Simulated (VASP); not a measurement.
Computed with PBE GGA, VASP's PBE PAW potentials (set 64) (plane waves; VASP 6.6.1).

VASP input:

### POSCAR
```
HgTe
1.0
  0.0000000000   3.2300000000   3.2300000000
  3.2300000000   0.0000000000   3.2300000000
  3.2300000000   3.2300000000   0.0000000000
Hg Te
1 1
Cartesian
  0.0000000000   0.0000000000   0.0000000000
  1.6150000000   1.6150000000   1.6150000000
```

INCAR:
```
ALGO=Normal
EDIFF=1E-6
EDIFFG=-0.01
ENCUT=520
GGA=PE
IBRION=2
ISIF=3
ISMEAR=0
LASPH=.TRUE.
LCHARG=.FALSE.
LMAXMIX=6
LREAL=.FALSE.
LWAVE=.FALSE.
NELM=100
NSW=60
PREC=Accurate
SIGMA=0.05
SYSTEM=HgTe
```

File KPOINTS:
```
Automatic mesh
0
Gamma
7 7 7
0 0 0
```

POTCAR, in this order: Hg Te (PBE.64 set). Program: vasp_std.

The resulting files:

OSZICAR:
```
       N       E                     dE             d eps       ncg     rms          rms(c)
DAV:   1     0.110222193422E+03    0.11022E+03   -0.83463E+03   520   0.121E+03
DAV:   2     0.672209178626E+00   -0.10955E+03   -0.10429E+03   575   0.267E+02
DAV:   3    -0.374759177509E+01   -0.44198E+01   -0.44011E+01   615   0.564E+01
DAV:   4    -0.379032499237E+01   -0.42733E-01   -0.42726E-01   724   0.513E+00
DAV:   5    -0.379052073437E+01   -0.19574E-03   -0.19574E-03   633   0.297E-01    0.800E+00
DAV:   6    -0.358513046090E+01    0.20539E+00   -0.50326E-01   595   0.106E+01    0.627E+00
DAV:   7    -0.357798912194E+01    0.71413E-02   -0.11621E-01   580   0.272E+00    0.225E+00
DAV:   8    -0.357710762745E+01    0.88149E-03   -0.12473E-02   545   0.152E+00    0.628E-01
DAV:   9    -0.357714402362E+01   -0.36396E-04   -0.85216E-04   610   0.371E-01    0.154E-01
DAV:  10    -0.357717416924E+01   -0.30146E-04   -0.97761E-05   610   0.985E-02    0.554E-02
DAV:  11    -0.357719070702E+01   -0.16538E-04   -0.45802E-05   555   0.625E-02    0.448E-02
DAV:  12    -0.357718826556E+01    0.24415E-05   -0.58491E-06   600   0.263E-02    0.219E-02
DAV:  13    -0.357718809279E+01    0.17277E-06   -0.65070E-07   380   0.494E-03
   1 F= -.35771881E+01 E0= -.35770757E+01  d E =-.357719E+01
       N       E                     dE             d eps       ncg     rms          rms(c)
DAV:   1    -0.559939876955E+01   -0.20222E+01   -0.43192E+01   540   0.830E+01    0.156E+01
DAV:   2    -0.391425341735E+01    0.16851E+01   -0.40388E+00   535   0.298E+01    0.520E+00
DAV:   3    -0.370080185977E+01    0.21345E+00   -0.44613E-01   555   0.689E+00    0.500E+00
DAV:   4    -0.364508720288E+01    0.55715E-01   -0.78694E-02   545   0.187E+00    0.143E+00
DAV:   5    -0.364136346858E+01    0.37237E-02   -0.78612E-03   568   0.873E-01    0.691E-01
DAV:   6    -0.364135565464E+01    0.78139E-05   -0.94248E-04   545   0.256E-01    0.407E-01
DAV:   7    -0.364128326427E+01    0.72390E-04   -0.74680E-04   570   0.310E-01    0.268E-02
DAV:   8    -0.364131689154E+01   -0.33627E-04   -0.10426E-04   605   0.106E-01    0.465E-02
DAV:   9    -0.364132166890E+01   -0.47774E-05   -0.93729E-06   580   0.192E-02    0.862E-03
DAV:  10    -0.364132183160E+01   -0.16270E-06   -0.31198E-07   350   0.665E-03
   2 F= -.36413218E+01 E0= -.36412094E+01  d E =-.641337E-01
       N       E                     dE             d eps       ncg     rms          rms(c)
DAV:   1    -0.375336696633E+01   -0.11205E+00   -0.22022E+00   555   0.177E+01    0.232E+00
DAV:   2    -0.365686425441E+01    0.96503E-01   -0.26088E-01   540   0.752E+00    0.720E-01
DAV:   3    -0.364751265321E+01    0.93516E-02   -0.29298E-02   535   0.159E+00    0.706E-01
DAV:   4    -0.364627905702E+01    0.12336E-02   -0.31981E-03   550   0.477E-01    0.109E-01
DAV:   5    -0.364617969718E+01    0.99360E-04   -0.51812E-04   553   0.287E-01    0.111E-01
DAV:   6    -0.364619907524E+01   -0.19378E-04   -0.10553E-04   570   0.108E-01    0.469E-02
DAV:   7    -0.364619394705E+01    0.51282E-05   -0.15402E-05   565   0.490E-02    0.873E-03
DAV:   8    -0.364619534685E+01   -0.13998E-05   -0.23362E-06   544   0.117E-02    0.382E-03
DAV:   9    -0.364619550692E+01   -0.16008E-06   -0.14216E-07   375   0.365E-03
   3 F= -.36461955E+01 E0= -.36460831E+01  d E =-.690074E-01
```

**OUTCAR**
```
------------------------ aborting loop because EDIFF is reached ----------------------------------------
  FORCE on cell =-STRESS in cart. coord.  units (eV):
  Direction    XX          YY          ZZ          XY          YZ          ZX
  --------------------------------------------------------------------------------------
  Total        0.0065831      0.0065831      0.0065831      0.0000000      0.0000000     -0.0000000
  in kB        0.1431610      0.1431610      0.1431610      0.0000000      0.0000000     -0.0000000
  external PRESSURE =       0.1431610 kB  Pullay stress =       0.0000000 kB
  volume of cell :       73.67
      direct lattice vectors                 reciprocal lattice vectors
    -0.000000000  3.327326896  3.327326896    -0.150270778  0.150270778  0.150270778
     3.327326896 -0.000000000  3.327326896     0.150270778 -0.150270778  0.150270778
     3.327326896  3.327326896  0.000000000     0.150270778  0.150270778 -0.150270778
 POSITION                                       TOTAL-FORCE (eV/Angst)
 -----------------------------------------------------------------------------------
      0.00000      0.00000      0.00000        -0.000000      0.000000     -0.000000
      1.66366      1.66366      1.66366         0.000000     -0.000000      0.000000
 -----------------------------------------------------------------------------------
    total drift:                               -0.000000     -0.000000     -0.000000
  FREE ENERGIE OF THE ION-ELECTRON SYSTEM (eV)
  ---------------------------------------------------
  free  energy   TOTEN  =        -3.6461955069 eV

  energy  without entropy=       -3.6459706345  energy(sigma->0) =       -3.64608307

 reached required accuracy - stopping structural energy minimisation
```
(Selected blocks of OUTCAR.)

File CONTCAR:
```
HgTe
   1.00000000000000
    -0.0000000000000000    3.3273268959845064    3.3273268959845064
     3.3273268959845064   -0.0000000000000000    3.3273268959845064
     3.3273268959845064    3.3273268959845064    0.0000000000000000
  Hg              Te
     1     1
Direct
     0.0000000000000000    0.0000000000000000    0.0000000000000000
     0.2500000000000000    0.2500000000000000    0.2500000000000000
```

Energy and stress use the plane-wave basis of the starting cell.

The compound is HgTe in the zinc blende structure. This run relaxes it. Symmetry was kept, so distortions that lower it aren't found.
